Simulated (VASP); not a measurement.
Consider the following.

```
CELL_PARAMETERS angstrom
      3.69553     0.00000     0.00000
      0.00000     3.69553     0.00000
      0.00000     0.00000     3.69553
ATOMIC_POSITIONS crystal
  Tl 0.00000 0.00000 0.00000
  Cl 0.50000 0.50000 0.50000
```

The numbers are results of LDA (Ceperley-Alder, Perdew-Zunger), VASP's LDA PAW potentials (set 64) (plane waves; VASP 6.6.1), not measurements. Run with 520 eV cut-off, 8×8×8 Γ-centred mesh, tetrahedra with Blöchl corrections, potentials Tl_d Cl.

Unless said otherwise, spin-orbit coupling is left out, though it shifts the bands of the heavy elements here.

Task: Predict the energy per atom (σ→0), band gap (on the k-mesh) with the smallest direct gap where there is one.

Result: 
```
Quantity                                             Result
-----------------------------------  ----------------------
band gap (on the k-mesh)                            1.55 eV
smallest direct gap (on the k-mesh)                 1.55 eV
energy per atom (σ→0)                -338.0 kJ/mol of atoms
```

The absolute energy has meaning only against runs of the same code, potentials and settings.

The compound is TlCl in the CsCl type structure. It was relaxed first, which changed the volume by -11 %.
